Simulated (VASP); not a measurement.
Input for VASP

### INCAR
```
LCHARG = .False.
ISMEAR = 0   ! Gaussian
EDIFF = 1E-6   ! SCF stop (eV)
NSW = 40
SIGMA = 0.05
ENCUT = 500
NELM = 100   ! most electronic steps
EDIFFG = -0.02   ! ionic stop
ALGO = Normal
IBRION = 2
LWAVE = .False.
SYSTEM = TlBr
PSTRESS = 100
PREC = Accurate
GGA = PS   ! PBEsol
LASPH = .True.
LMAXMIX = 4   ! l cut-off of mixed one-centre charges
ISIF = 3   ! ions, shape and volume
LREAL = .False.   ! projection in real space or not
```

POSCAR:
```
TlBr
1.0
  3.7455108111   0.0000000000   0.0000000000
  0.0000000000   3.7455108111   0.0000000000
  0.0000000000   0.0000000000   3.7455108111
Tl Br
1 1
Cartesian
  0.0000000000   0.0000000000   0.0000000000
  1.8727554055   1.8727554055   1.8727554055
```

### KPOINTS
```
Regular mesh
0
Gamma
 7 7 7
```

POTCAR, in this order: Tl_d Br (PBE.64 set). Program: vasp_std.

Task: Translate this PBEsol calculation to Quantum ESPRESSO's pw.x.

Result: One equivalent input (not run):
```
&CONTROL
  calculation = 'vc-relax'
  pseudo_dir = './pseudo'
  outdir = './out'
  tprnfor = .true.
  tstress = .true.
  nstep = 40
  forc_conv_thr = 0.00078
/
&SYSTEM
  ibrav = 0
  nat = 2
  ntyp = 2
  ecutwfc = 62
  occupations = 'smearing'
  smearing = 'gaussian'
  degauss = 0.003675
  input_dft = 'pbesol'
/
&ELECTRONS
  conv_thr = 7.3e-08
  electron_maxstep = 100
/
&IONS
/
&CELL
  press = 100
/
ATOMIC_SPECIES
  Tl 204.380 Tl.upf
  Br 79.904 Br.upf
CELL_PARAMETERS angstrom
     3.7455108    0.0000000    0.0000000
     0.0000000    3.7455108    0.0000000
     0.0000000    0.0000000    3.7455108
ATOMIC_POSITIONS crystal
  Tl   0.0000000  0.0000000  0.0000000
  Br   0.5000000  0.5000000  0.5000000
K_POINTS automatic
  7 7 7 0 0 0
```
What does not carry over: the potentials are each code's own (VASP's PAW set, PseudoDojo norm-conserving files in pw.x), so ENCUT and ecutwfc are chosen apart and not converted; conv_thr bounds pw.x's estimated SCF error, while EDIFF bounds the energy change between steps; forc_conv_thr acts on force components and is met together with etot_conv_thr.

The compound is TlBr in the CsCl type structure. This run relaxes it under an external pressure of 10 GPa. Symmetry was kept, so distortions that lower it aren't found.
